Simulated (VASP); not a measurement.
An input for Quantum ESPRESSO's pw.x (written as the equivalent of a VASP run, and not itself run):

```
&CONTROL
  calculation = 'vc-relax'
  pseudo_dir = './pseudo'
  outdir = './out'
  tprnfor = .true.
  tstress = .true.
  nstep = 40
  forc_conv_thr = 0.00078
/
&SYSTEM
  ibrav = 0
  nat = 2
  ntyp = 1
  ecutwfc = 72
  occupations = 'smearing'
  smearing = 'methfessel-paxton'
  degauss = 0.00735
  input_dft = 'pbe'
/
&ELECTRONS
  conv_thr = 7.3e-08
  electron_maxstep = 100
/
&IONS
/
&CELL
  press = 50
/
ATOMIC_SPECIES
  Sn 118.710 Sn.upf
CELL_PARAMETERS angstrom
    -2.9631241    2.9631241    1.6138803
     2.9631241   -2.9631241    1.6138803
     2.9631241    2.9631241   -1.6138803
ATOMIC_POSITIONS crystal
  Sn   0.2500000  0.7500000  0.5000000
  Sn   0.0000000  0.0000000  0.0000000
K_POINTS automatic
  13 13 13 0 0 0
```

Question: Write the VASP files for the same calculation (PBE).

Answer: Several could match; the one computed here: 
**INCAR**
```
ALGO = Normal
EDIFF = 1E-6
EDIFFG = -0.02
ENCUT = 500
GGA = PE
IBRION = 2
ISIF = 3
ISMEAR = 1
LASPH = T
LCHARG = F
LMAXMIX = 4
LREAL = F
LWAVE = F
NELM = 100
NSW = 40
PREC = Accurate
PSTRESS = 50
SIGMA = 0.1
SYSTEM = Sn
```

KPOINTS:
```
Regular mesh
0
G
 13 13 13
0 0 0
```

**POSCAR**
```
Sn
1
   -2.9631240769     2.9631240769     1.6138802910
    2.9631240769    -2.9631240769     1.6138802910
    2.9631240769     2.9631240769    -1.6138802910
Sn
2
Direct
  0.2500000000   0.7500000000   0.5000000000
  0.0000000000   0.0000000000   0.0000000000
```

POTCAR, in this order: Sn_d (PBE.64 set). Program: vasp_std.

Limits of the translation: the potentials are each code's own (VASP's PAW set, PseudoDojo norm-conserving files in pw.x), so ENCUT and ecutwfc are chosen apart and not converted; conv_thr bounds pw.x's estimated SCF error, while EDIFF bounds the energy change between steps; forc_conv_thr acts on force components and is met together with etot_conv_thr.

The compound is Sn in the beta structure. This run relaxes it under an external pressure of 5 GPa. Symmetry was kept, so distortions that lower it aren't found.
